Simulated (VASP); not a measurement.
VASP runs on Ca (fcc) share one base input (PBE GGA, plane waves, VASP's PBE PAW potentials (set 64)) and change the settings named in each case.

INCAR:
```
SYSTEM = Ca
PREC = Accurate
ENCUT = 400
EDIFF = 1E-6
NELM = 100
ALGO = Normal
LREAL = .FALSE.
LASPH = .TRUE.
ISMEAR = 1
SIGMA = 0.1
GGA = PE
LWAVE = .FALSE.
LCHARG = .FALSE.
ISIF = 2
```

### POSCAR
```
Ca
1
    0.0000000000     2.8458000000     2.8458000000
    2.8458000000     0.0000000000     2.8458000000
    2.8458000000     2.8458000000     0.0000000000
Ca
1
Direct
  0.0000000000   0.0000000000   0.0000000000
```

**KPOINTS**
```
Automatic mesh
0
G
10 10 10
```

POTCAR, in this order: Ca_sv (PBE.64 set). Program: vasp_std.

```tsv
change	E(σ→0) (eV/atom)	−TS (eV)	irreducible k-points
base run	-1.9154	0.0004	47
KPOINTS 3×3×3 Monkhorst-Pack mesh	-1.8759	0.0026	4
KPOINTS 7×7×7 Monkhorst-Pack mesh	-1.9222	0.0030	20
KPOINTS 9×9×9 Monkhorst-Pack mesh	-1.9118	-0.0001	35
KPOINTS 10×10×10 Monkhorst-Pack mesh	-1.9135	-0.0001	110
```

Left out are runs that ran out of time, are held back, or changed the cell or the kind of run, fixed moments of cells without a moment, rows past the twelfth, gaps on odd meshes, pressures of charged cells and columns that move by less than the noise.

The compound is Ca in the fcc structure. The cell was not relaxed at this level.
